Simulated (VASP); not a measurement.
# Al3Si2F (Immm) in VASP: band structure with PBE

Aim: the band structure of Al3Si2F with PBE.

Program: VASP 6.6.1. These are calculated values, not measurements. Logs are shortened: lines on timing, memory, paths and dates and some standing lists are left out, and cuts for length are marked.

## 1. The structure

It takes space group Immm (No. 71, orthorhombic). The conventional cell has a = 3.897 Å, b = 4.037 Å, c = 13.395 Å, α = 90.00°, β = 90.00°, γ = 90.00°. Around Al (site symmetry mm2) lie 4 Si at 2.52 to 2.56 Å and 4 Al at 2.81 Å. Around Al (site symmetry mmm) lie 2 F at 1.95 Å. Around Si (site symmetry mm2) lie 6 Al at 2.52 to 2.68 Å. Around F (site symmetry mmm) lie 2 Al at 1.95 Å.

The cell was built by a generator and needn't be a form met in nature.

## 2. Band structure, PBE

The input, POSCAR:

```
Al3Si2F
1.0
   -1.9483300000      2.0187000000      6.6975400000
    1.9483300000     -2.0187000000      6.6975400000
    1.9483300000      2.0187000000     -6.6975400000
Al Si F
3 2 1
Direct
    0.2494610000      0.7494610000      0.5000000000
    0.7505390000      0.2505390000      0.5000000000
    0.0000000000      0.5000000000      0.5000000000
    0.6316480000      0.6316480000      0.0000000000
    0.3683520000      0.3683520000      0.0000000000
    0.0000000000      0.0000000000      0.0000000000
```

The input, INCAR.step1:

```
SYSTEM = Al3Si2F
PREC = Accurate ; ENCUT = 520
EDIFF = 1E-6 ; ISMEAR = 0
SIGMA = 0.1 ; LREAL = .FALSE.
LASPH = .TRUE. ; NELM = 60
ALGO = Normal ; ISIF = 2
LWAVE = .FALSE. ; LCHARG = .TRUE.
GGA = PE ; NBANDS = 21
KPAR = 2
```

The input, KPOINTS.step1:

```
Automatic mesh
0
G
  10 10 10
  0 0 0
```

The input, INCAR.step2:

```
SYSTEM = Al3Si2F
PREC = Accurate ; ENCUT = 520
EDIFF = 1E-6 ; ISMEAR = 0
SIGMA = 0.05 ; LREAL = .FALSE.
LASPH = .TRUE. ; NELM = 60
ALGO = Normal ; ISIF = 2
LWAVE = .FALSE. ; LCHARG = .FALSE.
GGA = PE ; NBANDS = 21
KPAR = 2 ; ICHARG = 11
```

The input, KPOINTS.step2:

```
path GXLTWRX1ZGYSW,L1Y,Y1Z
20
line-mode
reciprocal
 0.0000000000  0.0000000000  0.0000000000  G
-0.2711560416  0.2711560416  0.2711560416  X

-0.2711560416  0.2711560416  0.2711560416  X
-0.4984441690  0.4984441690  0.0438679141  L

-0.4984441690  0.4984441690  0.0438679141  L
-0.5000000000  0.5000000000  0.0000000000  T

-0.5000000000  0.5000000000  0.0000000000  T
-0.7500000000  0.2500000000  0.2500000000  W

-0.7500000000  0.2500000000  0.2500000000  W
-0.5000000000  0.0000000000  0.5000000000  R

-0.5000000000  0.0000000000  0.5000000000  R
-0.7288439584 -0.2711560416  0.7288439584  X1

-0.7288439584 -0.2711560416  0.7288439584  X1
-0.5000000000 -0.5000000000  0.5000000000  Z

-0.5000000000 -0.5000000000  0.5000000000  Z
 0.0000000000  0.0000000000  0.0000000000  G

 0.0000000000  0.0000000000  0.0000000000  G
-0.2727118726  0.2727118726 -0.2727118726  Y

-0.2727118726  0.2727118726 -0.2727118726  Y
-0.5000000000  0.0000000000  0.0000000000  S

-0.5000000000  0.0000000000  0.0000000000  S
-0.7500000000  0.2500000000  0.2500000000  W

-0.5015558310  0.5015558310 -0.0438679141  L1
-0.2727118726  0.2727118726 -0.2727118726  Y

-0.7272881274 -0.2727118726  0.2727118726  Y1
-0.5000000000 -0.5000000000  0.5000000000  Z
```

Potentials or basis: VASP PAW PBE potentials, release 64 (Al, Si, F).

Run with:

```sh
$ cat potpaw_PBE.64/Al/POTCAR potpaw_PBE.64/Si/POTCAR potpaw_PBE.64/F/POTCAR > POTCAR
$ cp INCAR.step1 INCAR
$ cp KPOINTS.step1 KPOINTS
$ mpirun -np 2 vasp_std > vasp.out
$ cp INCAR.step2 INCAR
$ cp KPOINTS.step2 KPOINTS
$ mpirun -np 2 vasp_std > vasp.out
```

OUTCAR:

```text
SYSTEM = Al3Si2F
   PREC = Accurate
   ENCUT = 520
   EDIFF = 1E-6
   ISMEAR = 0
   LREAL = .FALSE.
   LASPH = .TRUE.
   NELM = 60
   ISIF = 2
   GGA = PE
   ICHARG = 11

 ion  position               nearest neighbor table
   1  0.249  0.749  0.500-   5 2.52   5 2.52   4 2.56   4 2.56   2 2.81   2 2.81   2 2.81   2 2.81
                             3 3.34
   2  0.751  0.251  0.500-   4 2.52   4 2.52   5 2.56   5 2.56   1 2.81   1 2.81   1 2.81   1 2.81
                             3 3.34
   3  0.000  0.500  0.500-   6 1.95   6 1.95   4 2.68   5 2.68   4 2.68   5 2.68   2 3.34   1 3.34

   4  0.632  0.632  0.000-   2 2.52   2 2.52   1 2.56   1 2.56   3 2.68   3 2.68
   5  0.368  0.368  0.000-   1 2.52   1 2.52   2 2.56   2 2.56   3 2.68   3 2.68
   6  0.000  0.000  0.000-   3 1.95   3 1.95

  LATTYP: Found a body centered orthorhombic cell.
 ALAT       =     3.8966600000
 B/A-ratio  =     1.0361181114
 C/A-ratio  =     3.4375798761

  Lattice vectors:

 A1 = (  -1.9483300000,   2.0187000000,   6.6975400000)
 A2 = (   1.9483300000,  -2.0187000000,   6.6975400000)
 A3 = (   1.9483300000,   2.0187000000,  -6.6975400000)

Analysis of symmetry for initial positions (statically):
=====================================================================
 Subroutine PRICEL returns:
 Original cell was already a primitive cell.

 Routine SETGRP: Setting up the symmetry group for a
 body centered orthorhombic supercell.

 Subroutine GETGRP returns: Found  8 space group operations
 (whereof  8 operations were pure point group operations)
 out of a pool of  8 trial point group operations.

The static configuration has the point symmetry D_2h.

Analysis of symmetry for dynamics (positions and initial velocities):
=====================================================================
 Subroutine PRICEL returns:
 Original cell was already a primitive cell.

 Routine SETGRP: Setting up the symmetry group for a
 body centered orthorhombic supercell.

 Subroutine GETGRP returns: Found  8 space group operations
 (whereof  8 operations were pure point group operations)
 out of a pool of  8 trial point group operations.

The dynamic configuration has the point symmetry D_2h.

 Subroutine INISYM returns: Found  8 space group operations
 (whereof  8 operations are pure point group operations),
 and found     1 'primitive' translations

----------------------------------------------------------------------------------------

                                     Primitive cell

  volume of cell :     105.3682

  direct lattice vectors                    reciprocal lattice vectors
    -1.948330000  2.018700000  6.697540000     0.000000000  0.247684153  0.074654276
     1.948330000 -2.018700000  6.697540000     0.256630037  0.000000000  0.074654276
     1.948330000  2.018700000 -6.697540000     0.256630037  0.247684153  0.000000000

  length of vectors
     7.261417322  7.261417322  7.261417322     0.258690357  0.267268099  0.356660084

  position of ions in fractional coordinates (direct lattice)
     0.249461000  0.749461000  0.500000000
     0.750539000  0.250539000  0.500000000
     0.000000000  0.500000000  0.500000000
     0.631648000  0.631648000  0.000000000
     0.368352000  0.368352000  0.000000000
     0.000000000  0.000000000  0.000000000

  ion indices of the primitive-cell ions
   primitive index   ion index
                 1           1
                 2           2
                 3           3
                 4           4
                 5           5
                 6           6

----------------------------------------------------------------------------------------

 KPOINTS: path GXLTWRX1ZGYSW,L1Y,Y1Z

Interpolating k-points between supplied coordinates.

 Line segments in fractional coordinates (reciprocal lattice):
    0.000000  0.000000  0.000000  ... -0.271156  0.271156  0.271156
   -0.271156  0.271156  0.271156  ... -0.498444  0.498444  0.043868
   -0.498444  0.498444  0.043868  ... -0.500000  0.500000  0.000000
   -0.500000  0.500000  0.000000  ... -0.750000  0.250000  0.250000
   -0.750000  0.250000  0.250000  ... -0.500000  0.000000  0.500000
   -0.500000  0.000000  0.500000  ... -0.728844 -0.271156  0.728844
   -0.728844 -0.271156  0.728844  ... -0.500000 -0.500000  0.500000
   -0.500000 -0.500000  0.500000  ...  0.000000  0.000000  0.000000
    0.000000  0.000000  0.000000  ... -0.272712  0.272712 -0.272712
   -0.272712  0.272712 -0.272712  ... -0.500000  0.000000  0.000000
   -0.500000  0.000000  0.000000  ... -0.750000  0.250000  0.250000
   -0.501556  0.501556 -0.043868  ... -0.272712  0.272712 -0.272712
   -0.727288 -0.272712  0.272712  ... -0.500000 -0.500000  0.500000

 Generated    20 points on each line segment, for a total of    260 k-points:

 Following reciprocal coordinates:
            Coordinates               Weight
  0.000000  0.000000  0.000000      0.003846
 -0.014271  0.014271  0.014271      0.003846
 -0.028543  0.028543  0.028543      0.003846
 -0.042814  0.042814  0.042814      0.003846
 -0.057085  0.057085  0.057085      0.003846
 -0.071357  0.071357  0.071357      0.003846
[... 16 lines left out ...]
 -0.295081  0.295081  0.247231      0.003846
 -0.307044  0.307044  0.235268      0.003846
 [... further k-points ...]
   k-points           NKPTS =    260   k-points in BZ     NKDIM =    260   number of bands    NBANDS=     21
   number of dos      NEDOS =    301   number of ions     NIONS =      6
   total plane-waves  NPLWV = 157464
   dimension x,y,z NGX =    54 NGY =   54 NGZ =   54
   dimension x,y,z NGXF=   108 NGYF=  108 NGZF=  108
   ions per type =               3   2   1
   NGX,Y,Z   is equivalent  to a cutoff of  12.36, 12.36, 12.36 a.u.
   NGXF,Y,Z  is equivalent  to a cutoff of  24.73, 24.73, 24.73 a.u.
 SYSTEM =  Al3Si2F
   PREC   = accura    normal or accurate (medium, high low for compatibility)
   ISTART =      0    job   : 0-new  1-cont  2-samecut
   ICHARG =     11    charge: 1-file 2-atom 10-const
   ISPIN  =      1    spin polarized calculation?
   LNONCOLLINEAR =      F non collinear calculations
   LSORBIT =      F    spin-orbit coupling
   LASPH  =      T    aspherical Exc in radial PAW
   ENCUT  =  520.0 eV  38.22 Ry    6.18 a.u.  13.50 13.50 13.50*2*pi/ulx,y,z
   NELM   =     60;   NELMIN=  2; NELMDL=  0     # of ELM steps
   EDIFF  = 0.1E-05   stopping-criterion for ELM
   LREAL  =      F    real-space projection
   EDIFFG = 0.1E-04   stopping-criterion for IOM
   NSW    =      0    number of steps for IOM
   IBRION =     -1    ionic relax: 0-MD 1-quasi-New 2-CG
   NFREE  =      0    steps in history (QN), initial steepest desc. (CG)
   ISIF   =      2    stress and relaxation
   ISYM   =      2    0-nonsym 1-usesym 2-fastsym
   POTIM  = 0.5000    time-step for ionic-motion
   TEBEG  =    0.0;   TEEND  =   0.0 temperature during run
   PSTRESS=    0.0 pullay stress
   NELECT =      24.0000    total number of electrons
   NUPDOWN=      -1.0000    fix difference up-down
   EMIN   =  10.00;   EMAX   =-10.00  energy-range for DOS
   EFERMI =   0.00;   METHOD = LEGACY
   ISMEAR =     0;   SIGMA  =   0.05  broadening in eV -4-tet -1-fermi 0-gaus
   EFERMI_NEDOS =   21; number of points for ismear=-14 and -15
   IALGO  =     38    algorithm
   IMIX   =      4    mixing-type and parameters
     AMIX     =   0.40;   BMIX     =  1.00
     AMIX_MAG =   1.60;   BMIX_MAG =  1.00
  volume/ion in A,a.u.               =      17.56       118.51
  Fermi-wavevector in a.u.,A,eV,Ry     =   0.999790  1.889329 13.600107  0.999580
  Thomas-Fermi vector in A             =   2.132103
   LORBIT       =      0    0 simple, 1 ext, 2 COOP (PROOUT), +10 PAW based schemes
   GGA     = PE    functional components
   LHFCALC =     F    Hartree Fock is set to
   AEXX    =    0.0000 exact exchange contribution
   IVDW    =     0    specifies the selected vdW correction
   LEPSILON=     F    determine dielectric tensor
   LRPA    =     F    only Hartree local field effects (RPA)
 non-spin polarized calculation
 Gauss-broadening in eV      SIGMA  =   0.05
  energy-cutoff  :      520.00
  volume of cell :      105.37
 maximum number of plane-waves:      2861

 number of electron      23.9999998 magnetization

 Free energy of the ion-electron system (eV)
  ---------------------------------------------------
  ext. energy  EPLUGINS =         0.00000000
  ---------------------------------------------------
  free energy    TOTEN  =       -26.64319850 eV

  energy without entropy =      -26.64170589  energy(sigma->0) =      -26.64245220

 E-fermi :   5.9183     XC(G=0):  -9.5223

 val. band max:        5.9069541098   @ k =  -0.5602  -0.4398   0.5602
 cond. band min:       5.9223955477   @ k =  -0.3923   0.1292  -0.1292
 fundamental gap:      0.0154414379
 Fermi energy:         5.9183220050

 k-point     1 :       0.0000    0.0000    0.0000
  band No.  band energies     occupation
      1     -18.9491      2.00000
      2      -5.1082      2.00000
      3      -2.5326      2.00000
      4      -2.0346      2.00000
      5      -0.2610      2.00000
      6      -0.0657      2.00000
[... 13 lines left out ...]
     20      11.2975      0.00000
     21      12.3973      0.00000

 k-point     2 :      -0.0143    0.0143    0.0143
  band No.  band energies     occupation
      1     -18.9487      2.00000
      2      -5.1025      2.00000
      3      -2.5282      2.00000
      4      -2.0488      2.00000
      5      -0.2424      2.00000
      6      -0.0643      2.00000
[... 13 lines left out ...]
     20      11.2775      0.00000
     21      12.3155      0.00000

 k-point     3 :      -0.0285    0.0285    0.0285
  band No.  band energies     occupation
      1     -18.9475      2.00000
      2      -5.0855      2.00000
      3      -2.5152      2.00000
      4      -2.0892      2.00000
      5      -0.1886      2.00000
      6      -0.0604      2.00000
[... 13 lines left out ...]
     20      11.2207      0.00000
     21      12.1270      0.00000
[... 457 lines left out ...]
 k-point    23 :      -0.2951    0.2951    0.2472
  band No.  band energies     occupation
      1     -18.8953      2.00000
      2      -4.0152      2.00000
      3      -3.2826      2.00000
      4      -1.9822      2.00000
      5      -0.1728      2.00000
      6       0.0872      2.00000
[... 13 lines left out ...]
     20      11.7266      0.00000
     21      11.8726      0.00000

 k-point    24 :      -0.3070    0.3070    0.2353
  band No.  band energies     occupation
      1     -18.8950      2.00000
      2      -3.9967      2.00000
      3      -3.2598      2.00000
      4      -1.9754      2.00000
      5      -0.1683      2.00000
      6       0.0650      2.00000
[... 13 lines left out ...]
     20      11.5799      0.00000
     21      12.0845      0.00000

 [... further k-points ...]

------------------------ aborting loop because EDIFF is reached ----------------------------------------

  FORCE on cell =-STRESS in cart. coord.  units (eV):
  Direction    XX          YY          ZZ          XY          YZ          ZX
  --------------------------------------------------------------------------------------
  -------------------------------------------------------------------------------------
  Total       -0.1861503      0.8224984     -2.8628763      0.0000000      0.0000000      0.0000000
  in kB       -2.8305101     12.5065064    -43.5314928      0.0000000      0.0000000      0.0000000
  external PRESSURE =     -11.2851655 kB  Pullay stress =       0.0000000 kB

 VOLUME and BASIS-vectors are now :
 -----------------------------------------------------------------------------
  energy-cutoff  :      520.00
  volume of cell :      105.37
      direct lattice vectors                 reciprocal lattice vectors
    -1.948330000  2.018700000  6.697540000     0.000000000  0.247684153  0.074654276
     1.948330000 -2.018700000  6.697540000     0.256630037  0.000000000  0.074654276
     1.948330000  2.018700000 -6.697540000     0.256630037  0.247684153  0.000000000

 POSITION                                       TOTAL-FORCE (eV/Angst)
 -----------------------------------------------------------------------------------
      1.94833      0.00000      3.34155        -0.000000     -0.000000     -0.433071
      0.00000      2.01870      3.35599         0.000000      0.000000      0.433071
      1.94833      0.00000      0.00000        -0.000000     -0.000000     -0.000000
      0.00000      0.00000      8.46098        -0.000000      0.000000      0.541255
      0.00000      0.00000      4.93410         0.000000     -0.000000     -0.541255
      0.00000      0.00000      0.00000        -0.000000     -0.000000      0.000000
 -----------------------------------------------------------------------------------
    total drift:                                0.000000     -0.000000      0.000000

  FREE ENERGIE OF THE ION-ELECTRON SYSTEM (eV)
  ---------------------------------------------------
  free  energy   TOTEN  =       -26.6431985032 eV

  energy  without entropy=      -26.6417058934  energy(sigma->0) =      -26.64245220
```

Run time: 15 min. Hardware: 2 MPI ranks of Intel Xeon Platinum 8259CL at 2.50GHz (Skylake/Cascade Lake), shared host; peak memory 0.72 GiB.

What came out:

- Band gap along the path: none (metal or under the smearing width)

Levels at the corners of the path, in eV from the Fermi level:
| point | band 10 | band 11 | band 12 | band 13 | band 14 | band 15 |
| --- | --- | --- | --- | --- | --- | --- |
| Γ | -0.86 | -0.67 | 0.40 | 0.54 | 0.93 | 1.65 |
| X | -1.63 | -1.13 | -0.80 | 1.15 | 1.70 | 1.84 |
| X | -1.63 | -1.13 | -0.80 | 1.15 | 1.70 | 1.84 |
| L | -3.03 | -3.00 | -2.03 | 0.20 | 0.96 | 1.67 |
| L | -3.03 | -3.00 | -2.03 | 0.20 | 0.96 | 1.67 |
| T | -3.03 | -3.01 | -2.04 | 0.30 | 0.76 | 1.72 |
| T | -3.03 | -3.01 | -2.04 | 0.30 | 0.76 | 1.72 |
| W | -3.08 | -2.95 | -2.11 | 0.40 | 1.07 | 1.46 |
| W | -3.08 | -2.95 | -2.11 | 0.40 | 1.07 | 1.46 |
| R | -1.49 | -1.42 | -1.01 | 1.45 | 1.47 | 1.81 |
| R | -1.49 | -1.42 | -1.01 | 1.45 | 1.47 | 1.81 |
| X1 | -1.63 | -1.13 | -0.80 | 1.15 | 1.70 | 1.84 |
| X1 | -1.63 | -1.13 | -0.80 | 1.15 | 1.70 | 1.84 |
| Z | -2.06 | -0.38 | -0.16 | 0.66 | 0.72 | 1.86 |
| Z | -2.06 | -0.38 | -0.16 | 0.66 | 0.72 | 1.86 |
| Γ | -0.86 | -0.67 | 0.40 | 0.54 | 0.93 | 1.65 |
| Γ | -0.86 | -0.67 | 0.40 | 0.54 | 0.93 | 1.65 |
| Y | -1.50 | -0.89 | -0.78 | -0.17 | 2.21 | 2.86 |
| Y | -1.50 | -0.89 | -0.78 | -0.17 | 2.21 | 2.86 |
| S | -2.61 | -0.55 | -0.42 | 0.69 | 1.88 | 2.58 |
| S | -2.61 | -0.55 | -0.42 | 0.69 | 1.88 | 2.58 |
| W | -3.08 | -2.95 | -2.11 | 0.40 | 1.07 | 1.46 |
| L1 | -3.03 | -3.00 | -2.03 | 0.20 | 0.96 | 1.67 |
| Y | -1.50 | -0.89 | -0.78 | -0.17 | 2.21 | 2.86 |
| Y1 | -1.50 | -0.89 | -0.78 | -0.17 | 2.21 | 2.86 |
| Z | -2.06 | -0.38 | -0.16 | 0.66 | 0.72 | 1.86 |

Caveat: the log is that of the step along the path at fixed density, whose energy, stress, charges and moments have no meaning.
